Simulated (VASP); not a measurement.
OSZICAR of a VASP run on HfB₂ (AlB2 type):

### OSZICAR
```
       N       E                     dE             d eps       ncg     rms          rms(c)
DAV:   1    -0.845472500017E+01   -0.84547E+01   -0.86748E+03  1920   0.131E+03
DAV:   2    -0.663840841514E+02   -0.57929E+02   -0.54653E+02  2460   0.251E+02
DAV:   3    -0.681643010828E+02   -0.17802E+01   -0.17578E+01  2492   0.335E+01
DAV:   4    -0.681794918000E+02   -0.15191E-01   -0.15172E-01  2324   0.350E+00
DAV:   5    -0.681796667600E+02   -0.17496E-03   -0.17494E-03  2496   0.296E-01    0.579E+01
DAV:   6    -0.630853085107E+02    0.50944E+01   -0.47548E+00  2340   0.177E+01    0.397E+01
DAV:   7    -0.628290741033E+02    0.25623E+00   -0.13579E+00  2456   0.113E+01    0.548E+00
DAV:   8    -0.630504417093E+02   -0.22137E+00   -0.79820E-01  2160   0.111E+01    0.633E+00
DAV:   9    -0.630012656681E+02    0.49176E-01   -0.65183E-01  2328   0.769E+00    0.575E+00
DAV:  10    -0.630800894672E+02   -0.78824E-01   -0.68053E-02  2264   0.218E+00    0.133E+00
DAV:  11    -0.630913423188E+02   -0.11253E-01   -0.32517E-02  2240   0.177E+00    0.668E-01
DAV:  12    -0.630933827007E+02   -0.20404E-02   -0.15317E-03  2292   0.380E-01    0.228E-01
DAV:  13    -0.630944408716E+02   -0.10582E-02   -0.11587E-03  2272   0.346E-01    0.664E-02
DAV:  14    -0.630943356976E+02    0.10517E-03   -0.22501E-04  2152   0.174E-01    0.129E-01
DAV:  15    -0.630944183086E+02   -0.82611E-04   -0.25220E-05  2284   0.501E-02    0.775E-02
DAV:  16    -0.630944565666E+02   -0.38258E-04   -0.32212E-05  2256   0.565E-02    0.344E-03
DAV:  17    -0.630944569594E+02   -0.39279E-06   -0.15916E-06  2444   0.125E-02    0.180E-03
DAV:  18    -0.630944568206E+02    0.13876E-06   -0.48894E-08  1296   0.235E-03    0.157E-03
DAV:  19    -0.630944570308E+02   -0.21013E-06   -0.12997E-07  1440   0.418E-03    0.949E-04
DAV:  20    -0.630944569613E+02    0.69459E-07   -0.69472E-09  1120   0.109E-03
   1 F= -.63094457E+02 E0= -.63094480E+02  d E =-.630945E+02
       N       E                     dE             d eps       ncg     rms          rms(c)
DAV:   1    -0.630945586390E+02   -0.10161E-03   -0.65049E-03  2056   0.720E-01    0.964E-02
DAV:   2    -0.630945078715E+02    0.50767E-04   -0.87481E-05  2348   0.876E-02    0.414E-02
DAV:   3    -0.630945057973E+02    0.20742E-05   -0.16753E-05  2392   0.415E-02    0.138E-02
DAV:   4    -0.630945007875E+02    0.50098E-05   -0.67405E-06  2384   0.242E-02    0.741E-03
DAV:   5    -0.630945020254E+02   -0.12379E-05   -0.28958E-06  2144   0.185E-02    0.330E-03
DAV:   6    -0.630945025782E+02   -0.55278E-06   -0.10112E-06  2060   0.108E-02    0.221E-03
DAV:   7    -0.630945025553E+02    0.22832E-07   -0.21521E-07  1916   0.493E-03
   2 F= -.63094503E+02 E0= -.63094521E+02  d E =-.455940E-04
```

Task: Which electronic solver shows in the log?

Result: It is blocked Davidson (ALGO = Normal, or the opening steps of other solvers). The INCAR had ALGO = Normal.

Task: Can the final energy be trusted as converged?

Result: The calculation finished and met its thresholds. It stopped with EDIFF = 1E-7, NELM = 100, NSW = 30 and EDIFFG = -0.01 after 2 ionic steps (r2SCAN meta-GGA, plane waves, VASP's PBE PAW potentials (set 64)).

The compound is HfB2 in the AlB2 type structure. This run relaxes it. Symmetry was kept, so distortions that lower it aren't found.
